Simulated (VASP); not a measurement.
Output of a VASP run:

OSZICAR:
```
       N       E                     dE             d eps       ncg     rms          rms(c)
DAV:   1     0.385058412461E+02    0.38506E+02   -0.82955E+03  7546   0.128E+03
DAV:   2    -0.224564299916E+02   -0.60962E+02   -0.57653E+02  9966   0.254E+02
DAV:   3    -0.246675469047E+02   -0.22111E+01   -0.21880E+01  9681   0.420E+01
DAV:   4    -0.246863278097E+02   -0.18781E-01   -0.18711E-01  8953   0.389E+00
DAV:   5    -0.246866425637E+02   -0.31475E-03   -0.31369E-03  9930   0.356E-01    0.498E+01
DAV:   6    -0.223398533790E+02    0.23468E+01   -0.37555E+00  8827   0.142E+01    0.456E+01
DAV:   7    -0.217407216529E+02    0.59913E+00   -0.44573E+00  8999   0.152E+01    0.349E+01
DAV:   8    -0.218128241475E+02   -0.72102E-01   -0.17546E+00  8758   0.950E+00    0.718E+00
DAV:   9    -0.216674596398E+02    0.14536E+00   -0.90412E-01  8848   0.605E+00    0.156E+00
DAV:  10    -0.216645176500E+02    0.29420E-02   -0.20785E-02  8668   0.138E+00    0.162E+00
DAV:  11    -0.216644483945E+02    0.69255E-04   -0.37730E-03  9120   0.544E-01    0.422E-01
DAV:  12    -0.216643423711E+02    0.10602E-03   -0.44744E-04  9134   0.191E-01    0.110E-01
DAV:  13    -0.216643467946E+02   -0.44235E-05   -0.37092E-05  9774   0.553E-02    0.112E-01
DAV:  14    -0.216643447714E+02    0.20232E-05   -0.87718E-06  8943   0.236E-02    0.228E-02
DAV:  15    -0.216643447690E+02    0.24427E-08   -0.29465E-07  4595   0.586E-03
   1 F= -.21664345E+02 E0= -.21664309E+02  d E =-.108149E-03
```

OUTCAR:
```
------------------------ aborting loop because EDIFF is reached ----------------------------------------
  FORCE on cell =-STRESS in cart. coord.  units (eV):
  Direction    XX          YY          ZZ          XY          YZ          ZX
  --------------------------------------------------------------------------------------
  Total        1.2271810     -1.2013612      1.6771325      0.0000000      0.0000000      0.0000000
  in kB       84.8784199    -83.0925819    115.9994750      0.0000000      0.0000000      0.0000000
  external PRESSURE =      39.2617710 kB  Pullay stress =       0.0000000 kB
  volume of cell :       23.16
      direct lattice vectors                 reciprocal lattice vectors
     0.000000000  2.316908000  2.220996000    -0.222144028  0.215804857  0.225124224
     2.250792000  0.000000000  2.220996000     0.222144028 -0.215804857  0.225124224
     2.250792000  2.316908000  0.000000000     0.222144028  0.215804857 -0.225124224
 POSITION                                       TOTAL-FORCE (eV/Angst)
 -----------------------------------------------------------------------------------
      0.00000      0.00000      0.00000         1.198922      0.000000      0.000000
      2.34858      2.31691      2.22100        -1.198922      0.000000      0.000000
 -----------------------------------------------------------------------------------
    total drift:                                0.000034      0.000000      0.000000
  FREE ENERGIE OF THE ION-ELECTRON SYSTEM (eV)
  ---------------------------------------------------
  free  energy   TOTEN  =       -21.6643447690 eV

  energy  without entropy=      -21.6642366195  energy(sigma->0) =      -21.66430872
```
(Selected blocks of OUTCAR.)

POSCAR:
```
HfN
1
    0.0000000000     2.3169080000     2.2209960000
    2.2507920000     0.0000000000     2.2209960000
    2.2507920000     2.3169080000     0.0000000000
Hf N
1 1
Direct
  0.0000000000   0.0000000000   0.0000000000
  0.4782770000   0.5217230000   0.5217230000
```

Problem. Reconstruct the remaining input files.

Solution. Several could match; the one computed here: the input of the run itself, PBE GGA, plane waves, VASP's PBE PAW potentials (set 64).

### INCAR
```
# general
SYSTEM  = HfN
PREC    = Accurate
ENCUT   = 520   # plane-wave cut-off (eV)
LREAL   = .FALSE.   # projection in real space or not
LASPH   = .TRUE.

# electronic loop
EDIFF   = 1E-6   # SCF stop (eV)
NELM    = 100
ALGO    = Normal
IMIX    = 4
AMIX    = 0.2
BMIX    = 1.0
LMAXMIX = 6

# smearing
ISMEAR  = 1   # Methfessel-Paxton
SIGMA   = 0.1   # width (eV)

# functional
GGA     = PE   # PBE

# ions
ISIF    = 2   # forces and stress, cell fixed

# output
LWAVE   = .FALSE.
LCHARG  = .FALSE.
```

File KPOINTS:
```
Automatic mesh
0
Gamma
13 13 13
0 0 0
```

POTCAR, in this order: Hf_pv N (PBE.64 set). Program: vasp_std.

The compound is HfN in the rock salt structure. The cell was not relaxed at this level, atoms are displaced from their ideal sites. The run is one of a series of settings (AMIX = 0.2, BMIX = 1.0, IMIX = 4 against the base run), some of them coarse on purpose. The electron count is odd and the run is not spin-polarised, which forces a metal.
